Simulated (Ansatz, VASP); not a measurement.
# Cross-check of SiB2P2C between VASP and Ansatz

Wanted: the spread between two codes on one cell, functional and k mesh. The cell is generated by rule, not measured, and may not be a known phase. The cell is taken from a series of runs on this material, whose earlier steps may have relaxed, scaled, displaced or heated it; both programs get it as it stands.

Program: Ansatz 0.2.0. Level of theory: plane waves, with VASP 6.6.1 beside it; relaxation of cell and atoms at PBE. Results are calculated unless marked as measured.

The structure was built from a prototype and need not be the compound's stable phase.

## Step 1: The starting structure

Symmetry: Imm2, No. 44, orthorhombic system. The conventional cell has a = 3.187 Å, b = 3.187 Å, c = 13.705 Å, α = 90.00°, β = 90.00°, γ = 90.00°. B has 2 C at 1.82 Å and 2 P at 1.97 Å nearest. Nearest to B lie 4 P at 1.95 to 1.96 Å. Nearest to C lie 2 B at 1.82 Å and 2 Si at 1.88 Å. Nearest to P lie 4 B at 1.96 to 1.97 Å. P has 2 B at 1.95 Å and 2 Si at 2.22 Å nearest. Nearest to Si lie 2 C at 1.88 Å and 2 P at 2.22 Å. Farther neighbours are not listed.

## Step 2: Ansatz: relaxation of cell and atoms, PBE, pair 1

Ansatz runs on its default PAW (the set named soft_2) files.

The relaxed volume is the usual yardstick between codes: in a stiff, nearly cubic crystal its relative difference is about their pressure difference at one cell divided by the bulk modulus.

Input file input.yaml:

```yaml
crystal:
  lattice:
    - [2.2533059045, 2.2533059045, 0.0]
    - [-2.2532376991, 2.2532376991, 0.0]
    - [2.2532718018, 3.41027e-05, 6.8525333852]
  atoms:
    - { symbol: B, position: [0.0088444071, -0.0088444071, -0.0176888141] }
    - { symbol: B, position: [0.3406056796, 0.6593943204, 0.3187886408] }
    - { symbol: C, position: [0.0724508247, 0.4275491753, 0.8550983506] }
    - { symbol: P, position: [0.4237990929, 0.0762009071, 0.1524018141] }
    - { symbol: P, position: [0.7584729233, 0.7415270767, 0.4830541535] }
    - { symbol: Si, position: [0.6458270724, 0.3541729276, 0.7083458551] }
kpoints:
  mp_grid: { grid: [8, 8, 8] }
hamiltonian:
  xc: pbe
scf:
  occupations: { method: fixed }
output:
  forces: true
  stress: true
  eigenvalues: true
relax:
  adjacent_minimum: "off"
  f_tol: 0.001
  max_steps: 60
  cell: { stress_tol: 0.01 }
```

Launch:

```bash
> ansatz run input.yaml --threads 4 --pin off --max-ram 14336MiB --backend cpu --events-out ev --progress --plain --runs-dir out
```

Numbers of over 12 decimals in the logs are rounded to 6 here.

The program printed:

```text
Engine: ansatz 0.2.0, aarch64-unknown-linux-gnu
Pseudopotentials: kind: paw
Pseudopotential: B, paw, valence charge 3, recommended cutoff 420 eV (normal), B.paw.azcp
Pseudopotential: C, paw, valence charge 4, recommended cutoff 420 eV (normal), C.paw.azcp
Pseudopotential: P, paw, valence charge 5, recommended cutoff 420 eV (normal), P.paw.azcp
Pseudopotential: Si, paw, valence charge 4, recommended cutoff 420 eV (normal), Si.paw.azcp
Functional definition: PBE
  parameter kappa = 0.804
  parameter beta = 0.066725
  exchange = pbe_x(kappa = kappa, mu = beta*pi^2/3)
  correlation = pbe_c(beta = beta)
Crystal: 6 atoms, lattice volume = 69.584 Å³
Basis set: ecut = 420 eV, 1355 PW (Γ), exchange–correlation on 48×48×100 points (8 copies of the dense FFT grid, shifted against one another)
Bands: 18, of which v1, the nominal top of the filled ones, is band 12 counted from 1 (11 counted from 0)
Symmetry: 4 space group operations
Space group: Imm2 (ITA 44), of the structure as read, at distance tolerance 4.1e-5 Å
k-points: 95 of 512 (time reversal used)
Non-local potential: B, projectors of the file, l = 0: 2, l = 1: 2, l = 2: 1
Non-local potential: C, projectors of the file, l = 0: 2, l = 1: 2, l = 2: 1
Non-local potential: P, projectors of the file, l = 0: 2, l = 1: 2, l = 2: 2
Non-local potential: Si, projectors of the file, l = 0: 2, l = 1: 2, l = 2: 2
PAW form: soft (Blöchl's): semilocal exchange-correlation on the pseudo side does not see the compensation charge
PAW one-centre angular grid: B, 110 points (default); XC on 64 Gauss nodes
PAW one-centre angular grid: C, 110 points (default); XC on 64 Gauss nodes
PAW one-centre angular grid: P, 110 points (default); XC on 64 Gauss nodes
PAW one-centre angular grid: Si, 110 points (default); XC on 64 Gauss nodes
Initial density: superposition of atomic densities (neutral atoms: chi_scale 0, normalization atom), corrected by the library's trained network
Initial wavefunctions: pseudopotential atomic-orbital guess
Functional: x = pbe(κ = 0.804, μ = 0.219515), c = pbe(β = 0.066725)
SCF iter   1: F=—  HF=-2710.598938 eV  |F-HF|=—  |Δ(HF+E_count)|=         —  Δρ=3.33e-3  dr2=1.83e-2  ethr=1.77e-3  ⟨swp⟩=5.1  Hψ=8806  notcnv=0  defer=302
preconditioner: auto → none  [insulator: Δε(μ)=0.657 eV  Ē_g=10.661 eV  n_scr=12 (ndim 8)  ℏωp=21.8 eV  f_vac=0.000  ε∞_Penn≈5.2]
SCF iter   2: F=—  HF=-2710.599622 eV  |F-HF|=—  |Δ(HF+E_count)|=   6.84e-4  Δρ=2.47e-3  dr2=1.89e-2  ethr=7.63e-5  ⟨swp⟩=3.4  Hψ=3606  notcnv=0  defer=380
SCF iter   3: F=—  HF=-2710.596173 eV  |F-HF|=—  |Δ(HF+E_count)|=   3.45e-3  Δρ=1.05e-3  dr2=1.57e-3  ethr=7.63e-5  ⟨swp⟩=2.6  Hψ=2389  notcnv=0  defer=380
SCF iter   4: F=—  HF=-2710.596124 eV  |F-HF|=—  |Δ(HF+E_count)|=   4.95e-5  Δρ=4.04e-4  dr2=2.70e-4  ethr=6.55e-6  ⟨swp⟩=2.6  Hψ=2461  notcnv=0  defer=380
SCF iter   5: F=—  HF=-2710.596104 eV  |F-HF|=—  |Δ(HF+E_count)|=   2.00e-5  Δρ=2.10e-4  dr2=3.04e-5  ethr=1.12e-6  ⟨swp⟩=2.1  Hψ=2220  notcnv=0  defer=376
SCF iter   6: F=—  HF=-2710.596117 eV  |F-HF|=—  |Δ(HF+E_count)|=   1.36e-5  Δρ=8.34e-5  dr2=2.45e-6  ethr=1.27e-7  ⟨swp⟩=2.6  Hψ=2562  notcnv=0  defer=357
SCF iter   7: F=—  HF=-2710.596120 eV  |F-HF|=—  |Δ(HF+E_count)|=   3.14e-6  Δρ=2.08e-5  dr2=1.95e-7  ethr=1.02e-8  ⟨swp⟩=2.0  Hψ=2610  notcnv=0  defer=358
SCF iter   8: F=-2710.596121 eV  HF=-2710.596121 eV  |F-HF|=1.79e-8  |Δ(HF+E_count)|=   1.97e-7  Δρ=6.90e-6  dr2=1.80e-8  ethr=4.17e-10  ⟨swp⟩=12.1  Hψ=11751  notcnv=0
SCF 1 converged in 8 iterations: F = -2710.596121 eV  dr2 = 1.80e-8
  greatest PAW one-centre occupation: 0.778 electrons in one spin orbital (limit 2), on the P atom at site 4 (counted from 0), in its partial waves of l = 0
relax step   1: F+E_penalty+E_count = -2710.59612058 eV  Δ(F+E_penalty+E_count) = +0.000e0 eV  max|allowed force component| = 1.706e-3 eV/Å  Δτ_max = 0.0000 Å  P = -0.003 GPa  Ω = 69.584 Å³  (8 SCF iters, dr2 threshold 1.00e-7 eV, accepted)
[...]
relax step   2: F+E_penalty+E_count = -2710.59612226 eV  Δ(F+E_penalty+E_count) = -1.676e-6 eV  max|allowed force component| = 1.181e-3 eV/Å  Δτ_max = 0.0000 Å  P = -0.000 GPa  Ω = 69.582 Å³  energy of the carried Pulay correction = +1.470e-6 eV  (5 SCF iters, dr2 threshold 5.69e-10 eV, accepted)
[...]
relax step   3: F+E_penalty+E_count = -2710.59612280 eV  Δ(F+E_penalty+E_count) = -5.365e-7 eV  max|allowed force component| = 7.110e-4 eV/Å  Δτ_max = 0.0000 Å  P = +0.001 GPa  Ω = 69.582 Å³  energy of the carried Pulay correction = +1.950e-6 eV  (5 SCF iters, dr2 threshold 8.71e-11 eV, accepted)
[...]
relax step   4: F+E_penalty+E_count = -2710.59611891 eV  Δ(F+E_penalty+E_count) = +3.887e-6 eV  max|allowed force component| = 7.103e-4 eV/Å  Δτ_max = 0.0000 Å  P = +0.001 GPa  Ω = 69.582 Å³  stress off target by 8.29e-3 GPa  SCF on the basis re-selected at this cell (its energy is not comparable with the rows above)  (6 SCF iters)
basis re-selected at this cell: Δ(F+E_penalty+E_count) = +3.887e-6 eV, ΔP = -0.000 GPa vs the last step (what re-selecting the basis moved, of the pressure what is left beyond the Pulay correction that the steps carried, after the strain that the cell walked since its last selection, with what the two solves' SCF thresholds leave and, on support functions, any second-order correction that the steps lacked; it is no m [...]
SCF converged after 6 iterations
Free energy (F): -2710.596119 eV
Harris-Foulkes:  -2710.596119 eV  (|F-HF|=0.00e0)
Internal energy: -2710.596119 eV  (E = F + TS)
E sigma→0 (E₀):  -2710.596119 eV
Fermi energy:    9.585537 eV
--- Per-component energies (eV) ---
  E_band       = 66.590603
  E_kinetic    = 372.905335
  E_local      = -250.394115  (includes V_loc(G=0)·N_el)
  E_nonlocal   = 142.405359
  E_hartree    = 69.339219
  E_xc         = -293.322546
  E_vxc        = -307.900250  (∫ρ·V_xc dr)
  E_paw        = -1907.615679  (= ΣΔE_a)
  E_vpaw       = -29.104178  (= ΣTr[D̂ρ^β])
  E_aug_tail   = 0.000014  (compensation charges beyond the density's cutoff)
  E_ewald      = -843.913706
  E_smearing   = -0.000000  (= −TS)
  E_closure    = -0.000000  (closes the sum)
  Σ components = -2710.596119   (vs F -2710.596119, Δ=0.00e0)
--- Forces (eV/Å), atoms counted from 1 ---
  atom   1  B      0.00000000     0.00000000    -0.00020381
  atom   2  B      0.00000000     0.00000000    -0.00033722
  atom   3  C     -0.00000000     0.00000000     0.00025385
  atom   4  P     -0.00000000     0.00000000     0.00071028
  atom   5  P     -0.00000000     0.00000000     0.00019694
  atom   6  Si     0.00000000    -0.00000000    -0.00062006
  max |Σ_I F_I| component: 2.90e-8 eV/Å
--- Stress (GPa, compression-positive) ---
       -0.000154       0.008140       0.000000
        0.008140      -0.000154       0.000000
        0.000000       0.000000       0.002017
  P = ⅓ Tr σ = 0.0006 GPa (0.006 kbar)
--- Band table (eV; the first three rows and the last of 95) ---
  k-point 0: bands = [... 8 lower, 6.2162, 9.2115, 9.2751, 9.5855, 10.3190, 11.3089, 12.2172, 12.6892, ... 2 higher]
  k-point 1: bands = [... 8 lower, 6.3392, 9.0589, 9.1522, 9.4425, 10.3395, 11.3226, 11.8571, 12.9163, ... 2 higher]
  k-point 2: bands = [... 8 lower, 6.6047, 8.6592, 8.8609, 9.1068, 10.3702, 11.3513, 11.5050, 13.0257, ... 2 higher]
  k-point 94: bands = [... 8 lower, 4.6831, 4.6852, 4.9678, 5.2589, 10.6609, 11.0031, 11.4446, 11.9163, ... 2 higher]
--- Relaxed structure (3 steps of the walk, 3 accepted, 1 SCFs on fresh bases) ---
  F+E_penalty+E_count = -2710.59611891 eV   max|allowed force component| = 7.103e-4 eV/Å   (the final SCF, on the basis selected at the relaxed cell)
  cell:  # Å, volume = 69.5820 Å³
    - [2.253305, 2.253305, 0]
    - [-2.253141, 2.253141, 0]
    - [2.253223, 8.213845851235797e-5, 6.852645]
  atoms:
    - { symbol: B, position: [0.00884969, -0.00884969, -0.017699] }
    - { symbol: B, position: [0.340606, 0.659394, 0.318788] }
    - { symbol: C, position: [0.072447, 0.427553, 0.855106] }
    - { symbol: P, position: [0.423802, 0.076198, 0.152396] }
    - { symbol: P, position: [0.758472, 0.741528, 0.483057] }
    - { symbol: Si, position: [0.645823, 0.354177, 0.708354] }
```

(Part 1 of 2 ends here.)

[Lines on the potential files, build, host, timing and source positions are cut from VASP's logs without a mark.]

[Logs are printed without paths, hosts, clocks, repeated set-up lines and the standing remarks that a program may print on its own settings, such as how far it seeks lower states.]

[Hosts, paths, dates, database ids (printed as entryN), source tags and the programs' standing remarks are cut or masked in the printed files.]
